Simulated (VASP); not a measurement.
All values below come from PBEsol GGA, VASP's PBE PAW potentials (set 64) (plane waves; VASP 6.6.1).

VASP input:

### KPOINTS
```
Automatic mesh
0
Gamma
7 7 4
0 0 0
```

**INCAR**
```
ALGO = Normal
SYSTEM = GaN
PREC = Accurate
SIGMA = 0.05
LWAVE = .False.
ISIF = 3
ENCUT = 650
NSW = 1   # most ionic steps
NFREE = 2
EDIFF = 1E-7
LREAL = .False.   # projection in real space or not
NELM = 100
LCHARG = .False.
GGA = PS
POTIM = 0.015
LMAXMIX = 4
LASPH = .True.   # aspherical one-centre terms
IBRION = 6   # finite differences
ISMEAR = 0   # Gaussian
```

POSCAR:
```
GaN
1.0
  1.5912219442  -2.7560772156   0.0000000000
  1.5912219442   2.7560772156   0.0000000000
  0.0000000000   0.0000000000   5.1801024123
Ga N
2 2
Direct
  0.6666670000   0.3333330000   0.5000334008
  0.3333330000   0.6666670000   0.0000334008
  0.6666670000   0.3333330000   0.8769665992
  0.3333330000   0.6666670000   0.3769665992
```

POTCAR, in this order: Ga_d N (PBE.64 set). Program: vasp_std.

Output

OUTCAR:
```
 ion  position               nearest neighbor table
   1  0.667  0.333  0.500-   4 1.94   4 1.94   4 1.94   3 1.95
   2  0.333  0.667  0.000-   3 1.94   3 1.94   3 1.94   4 1.95
   3  0.667  0.333  0.877-   2 1.94   2 1.94   2 1.94   1 1.95
   4  0.333  0.667  0.377-   1 1.94   1 1.94   1 1.94   2 1.95
  LATTYP: Found a hexagonal cell.
 ALAT       =     3.1824438556
 C/A-ratio  =     1.6277121129
 Subroutine PRICEL returns:
 Original cell was already a primitive cell.
 Subroutine GETGRP returns: Found 12 space group operations
The static configuration has the point symmetry C_3v.
 The point group associated with its full space group is C_6v.
The dynamic configuration has the point symmetry C_3v.
 Subroutine INISYM returns: Found 12 space group operations
 Subroutine IBZKPT returns following result:
 Found     24 irreducible k-points:

 Following reciprocal coordinates:
            Coordinates               Weight
  0.000000  0.000000  0.000000      1.000000
  0.142857  0.000000  0.000000      6.000000
  0.285714  0.000000  0.000000      6.000000
  0.428571  0.000000  0.000000      6.000000
  0.142857  0.142857  0.000000      6.000000
...
```

**OUTCAR**
```


 TOTAL ELASTIC MODULI (kBar)
 Direction    XX          YY          ZZ          XY          YZ          ZX
 --------------------------------------------------------------------------------
 XX        3461.8256   1272.7576    922.1554     -0.0000     -0.0000     -0.0000
 YY        1272.7576   3461.8255    922.1554      0.0000      0.0000      0.0000
 ZZ         922.1554    922.1554   3847.4705     -0.0000     -0.0000      0.0000
 XY          -0.0000      0.0000     -0.0000   1094.5340     -0.0000     -0.0000
 YZ          -0.0000      0.0000     -0.0000     -0.0000    925.9741     -0.0000
 ZX          -0.0000      0.0000      0.0000      0.0000     -0.0000    925.9728
 --------------------------------------------------------------------------------
```
(Selected blocks of OUTCAR.)

The compound is GaN in the wurtzite structure. It was relaxed first.
